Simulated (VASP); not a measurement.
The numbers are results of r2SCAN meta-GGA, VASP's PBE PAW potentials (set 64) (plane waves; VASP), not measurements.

Input for VASP

### KPOINTS
```
K-points
0
Gamma
10 10 10
```

**POSCAR**
```
GaN
1.0
  0.0000000000   2.2527067554   2.2527067554
  2.2527067554   0.0000000000   2.2527067554
  2.2527067554   2.2527067554   0.0000000000
Ga N
1 1
Cart
  0.0000000000   0.0000000000   0.0000000000
  1.1263533777   1.1263533777   1.1263533777
```

**INCAR**
```
METAGGA=R2SCAN
PREC=Accurate
ISIF=2   ! forces and stress, cell fixed
ENCUT=520   ! plane-wave cut-off (eV)
ALGO=Normal
SIGMA=0.05
SYSTEM=GaN
NELM=100   ! most electronic steps
LCHARG=F
ISMEAR=0   ! Gaussian
LMIXTAU=T
LASPH=T   ! aspherical one-centre terms
LWAVE=F
EDIFF=1E-7
LREAL=F   ! projection in real space or not
LMAXMIX=4   ! l cut-off of mixed one-centre charges
```

POTCAR, in this order: Ga_d N (PBE.64 set). Program: vasp_std.

Output

File OUTCAR:
```
 ion  position               nearest neighbor table
   1  0.000  0.000  0.000-   2 1.95   2 1.95   2 1.95   2 1.95
   2  0.250  0.250  0.250-   1 1.95   1 1.95   1 1.95   1 1.95
  LATTYP: Found a face centered cubic cell.
 ALAT       =     4.5054135108
 Subroutine PRICEL returns:
 Original cell was already a primitive cell.
 Subroutine GETGRP returns: Found 24 space group operations
The static configuration has the point symmetry T_d .
The dynamic configuration has the point symmetry T_d .
 Subroutine INISYM returns: Found 24 space group operations
 Subroutine IBZKPT returns following result:
 Found     47 irreducible k-points:

 Following reciprocal coordinates:
            Coordinates               Weight
  0.000000  0.000000  0.000000      1.000000
  0.100000  0.000000  0.000000      8.000000
  0.200000  0.000000  0.000000      8.000000
  0.300000  0.000000  0.000000      8.000000
  0.400000  0.000000  0.000000      8.000000
  0.500000  0.000000  0.000000      4.000000
  0.100000  0.100000  0.000000      6.000000
  0.200000  0.100000  0.000000     24.000000
  0.300000  0.100000  0.000000     24.000000
...
```

File OSZICAR:
```
       N       E                     dE             d eps       ncg     rms          rms(c)
DAV:   1     0.808053189600E+02    0.80805E+02   -0.10107E+04  1286   0.252E+03
DAV:   2    -0.190067314155E+02   -0.99812E+02   -0.93273E+02  1367   0.374E+02
DAV:   3    -0.266882155312E+02   -0.76815E+01   -0.76287E+01  1412   0.932E+01
DAV:   4    -0.268113854036E+02   -0.12317E+00   -0.12310E+00  1432   0.130E+01
DAV:   5    -0.268136436700E+02   -0.22583E-02   -0.22582E-02  1403   0.153E+00    0.718E+00
DAV:   6    -0.215338049549E+02    0.52798E+01   -0.41551E+00  1833   0.521E+01    0.274E+00
DAV:   7    -0.219390051580E+02   -0.40520E+00   -0.75374E-01  1493   0.113E+01    0.179E+00
DAV:   8    -0.217732638662E+02    0.16574E+00   -0.35206E-01  1280   0.793E+00    0.134E+00
DAV:   9    -0.218060432096E+02   -0.32779E-01   -0.19654E-01  1227   0.573E+00    0.680E-01
DAV:  10    -0.218970643438E+02   -0.91021E-01   -0.61731E-02  1222   0.380E+00    0.301E-01
DAV:  11    -0.219043028370E+02   -0.72385E-02   -0.18917E-03  1513   0.556E-01    0.291E-01
DAV:  12    -0.219036766792E+02    0.62616E-03   -0.10247E-04  1312   0.129E-01    0.247E-01
DAV:  13    -0.218967813407E+02    0.68953E-02   -0.36351E-03  1354   0.731E-01    0.180E-01
DAV:  14    -0.218968444752E+02   -0.63134E-04   -0.25408E-04  1252   0.196E-01    0.145E-01
DAV:  15    -0.218968478159E+02   -0.33407E-05   -0.83804E-06  1576   0.319E-02    0.139E-01
DAV:  16    -0.218969119094E+02   -0.64094E-04   -0.72262E-05  1472   0.131E-01    0.295E-02
DAV:  17    -0.218968859705E+02    0.25939E-04   -0.16656E-05  1576   0.105E-01    0.178E-02
DAV:  18    -0.218968914001E+02   -0.54297E-05   -0.32327E-06  1397   0.264E-02    0.115E-02
DAV:  19    -0.218968850618E+02    0.63383E-05   -0.40584E-06  1446   0.294E-02    0.332E-03
DAV:  20    -0.218968867872E+02   -0.17254E-05   -0.59244E-07  1504   0.988E-03    0.253E-03
DAV:  21    -0.218968860988E+02    0.68840E-06   -0.22758E-07  1269   0.477E-03    0.209E-03
DAV:  22    -0.218968871246E+02   -0.10258E-05   -0.45171E-08   646   0.274E-03    0.132E-03
DAV:  23    -0.218968868977E+02    0.22689E-06   -0.10771E-08   641   0.147E-03    0.381E-04
DAV:  24    -0.218968870181E+02   -0.12038E-06   -0.35148E-09   621   0.632E-04    0.106E-04
DAV:  25    -0.218968869634E+02    0.54728E-07   -0.57702E-10   626   0.358E-04
   1 F= -.21896887E+02 E0= -.21896887E+02  d E =-.390959E-17
```

**OUTCAR**
```
------------------------ aborting loop because EDIFF is reached ----------------------------------------
  FORCE on cell =-STRESS in cart. coord.  units (eV):
  Direction    XX          YY          ZZ          XY          YZ          ZX
  --------------------------------------------------------------------------------------
  Total        0.0161983      0.0161983      0.0161983      0.0000000     -0.0000000      0.0000000
  in kB        1.1351063      1.1351063      1.1351063      0.0000000     -0.0000000      0.0000000
  external PRESSURE =       1.1351063 kB  Pullay stress =       0.0000000 kB
  volume of cell :       22.86
      direct lattice vectors                 reciprocal lattice vectors
     0.000000000  2.252706755  2.252706755    -0.221955210  0.221955210  0.221955210
     2.252706755  0.000000000  2.252706755     0.221955210 -0.221955210  0.221955210
     2.252706755  2.252706755  0.000000000     0.221955210  0.221955210 -0.221955210
  FREE ENERGIE OF THE ION-ELECTRON SYSTEM (eV)
  ---------------------------------------------------
  free  energy   TOTEN  =       -21.8968869634 eV

  energy  without entropy=      -21.8968869634  energy(sigma->0) =      -21.89688696
```
(Selected blocks of OUTCAR.)

The compound is GaN in the zinc blende structure, a metastable form; wurtzite is the usual one. It was relaxed first.
